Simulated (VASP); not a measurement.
Method: RPBE GGA, VASP's PBE PAW potentials (set 64) (plane waves; VASP).

Input for VASP

POSCAR:
```
Ni3Si
1.0
  3.5335826190   0.0000000000   0.0000000000
  0.0000000000   3.5335826190   0.0000000000
  0.0000000000   0.0000000000   3.5335826190
Si Ni
1 3
Cartesian
  0.0000000000   0.0000000000   0.0000000000
  0.0000000000   1.7667913095   1.7667913095
  1.7667913095   0.0000000000   1.7667913095
  1.7667913095   1.7667913095   0.0000000000
```

File KPOINTS:
```
Automatic mesh
0
Gamma
8 8 8
0 0 0
```

**INCAR**
```
# general
SYSTEM   =  Ni3Si
PREC     =  Accurate
ENCUT    =  520
LREAL    =  .FALSE.
LASPH    =  .TRUE.

# electronic loop
EDIFF    =  1E-6
NELM     =  100
ALGO     =  Normal
LMAXMIX  =  4

# smearing
ISMEAR   =  1
SIGMA    =  0.1

# functional
GGA      =  RP

# ions
IBRION   =  2
NSW      =  60
ISIF     =  3
EDIFFG   =  -0.02

# output
LWAVE    =  .FALSE.
LCHARG   =  .FALSE.
```

POTCAR, in this order: Si Ni (PBE.64 set). Program: vasp_std.

Task: Predict the energy per atom (σ→0), band gap (on the k-mesh).

Result: 
```json
{
  "energy per atom (σ→0)": "-5.437 eV/atom",
  "band gap (on the k-mesh)": "none (metal, semimetal or under 0.01 eV)"
}
```

### OSZICAR
```
...
DAV:   7    -0.217986376358E+02    0.34372E+01   -0.15832E+01  1628   0.659E+01    0.415E+00
DAV:   8    -0.217655287786E+02    0.33109E-01   -0.67371E-01  1544   0.628E+00    0.139E+00
DAV:   9    -0.217496375691E+02    0.15891E-01   -0.33182E-02  1952   0.264E+00    0.574E-01
DAV:  10    -0.217477539739E+02    0.18836E-02   -0.30494E-03  1892   0.432E-01    0.248E-01
DAV:  11    -0.217474112025E+02    0.34277E-03   -0.79811E-04  2271   0.340E-01    0.523E-02
DAV:  12    -0.217473957005E+02    0.15502E-04   -0.11248E-04  1686   0.126E-01    0.153E-02
DAV:  13    -0.217473949152E+02    0.78524E-06   -0.75230E-06  1587   0.190E-02
   1 F= -.21747395E+02 E0= -.21747823E+02  d E =-.217474E+02
```

The compound is Ni3Si in the L1_2 structure. It was relaxed first. The start is the result of an earlier pass. The run is not spin-polarised, so no magnetic state was tried.
